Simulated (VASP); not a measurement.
A VASP calculation is set up with these files.

**POSCAR**
```
Ni
1
    0.0000000000     1.7952000000     1.7952000000
    1.7952000000     0.0000000000     1.7952000000
    1.7952000000     1.7952000000     0.0000000000
Ni
1
Direct
  0.0000000000   0.0000000000   0.0000000000
```

### KPOINTS
```
Automatic mesh
0
Gamma
13 13 13
0 0 0
```

### INCAR
```
SYSTEM = Ni
PREC = Accurate
ENCUT = 400
EDIFF = 1E-6
NELM = 100
ALGO = Normal
LREAL = .FALSE.
LASPH = .TRUE.
ISMEAR = 1
SIGMA = 0.1
GGA = PE
LMAXMIX = 4
ISPIN = 2
MAGMOM = 0.8
LORBIT = 10
LWAVE = .FALSE.
LCHARG = .FALSE.
ISIF = 2
ICHARG = 11
```

POTCAR, in this order: Ni (PBE.64 set). Program: vasp_std.

Question: What happens when VASP runs on this input?

Answer: There is a fault: ICHARG = 11 asks for a fixed density, but there is no CHGCAR. VASP stops with an error: ERROR: charge density could not be read from file CHGCAR for ICHARG>10 ----> I REFUSE TO CONTINUE WITH THIS SICK JOB ... BYE!!! <----

### standard output
```
 POSCAR found type information on POSCAR Ni
 POSCAR found :  1 types and       1 ions
 Reading from existing POTCAR
 Reading from existing POTCAR
 LDA part: xc-table for (Slater+PW92), standard interpolation
 WARNING: stress and forces are not correct
 POSCAR, INCAR and KPOINTS ok, starting setup
 WAVECAR not read
 WARNING: CHGCAR is incomplete

 -----------------------------------------------------------------------------
|                                                                             |
|     EEEEEEE  RRRRRR   RRRRRR   OOOOOOO  RRRRRR      ###     ###     ###     |
|     E        R     R  R     R  O     O  R     R     ###     ###     ###     |
|     E        R     R  R     R  O     O  R     R     ###     ###     ###     |
|     EEEEE    RRRRRR   RRRRRR   O     O  RRRRRR       #       #       #      |
|     E        R   R    R   R    O     O  R   R                               |
|     E        R    R   R    R   O     O  R    R      ###     ###     ###     |
|     EEEEEEE  R     R  R     R  OOOOOOO  R     R     ###     ###     ###     |
|                                                                             |
|     ICHARG>10                                                               |
|                                                                             |
|       ---->  I REFUSE TO CONTINUE WITH THIS SICK JOB ... BYE!!! <----       |
|                                                                             |
 -----------------------------------------------------------------------------
```

To mend it, run self-consistently first and keep its CHGCAR, or remove ICHARG. The plain static run on this cell (PBE GGA, plane waves, VASP's PBE PAW potentials (set 64)) converges, and its OSZICAR ends with
```
   1 F= -.54502464E+01 E0= -.54502860E+01  d E =0.119024E-03  mag=     0.6314
```

The compound is Ni in the fcc structure. The cell was not relaxed at this level.
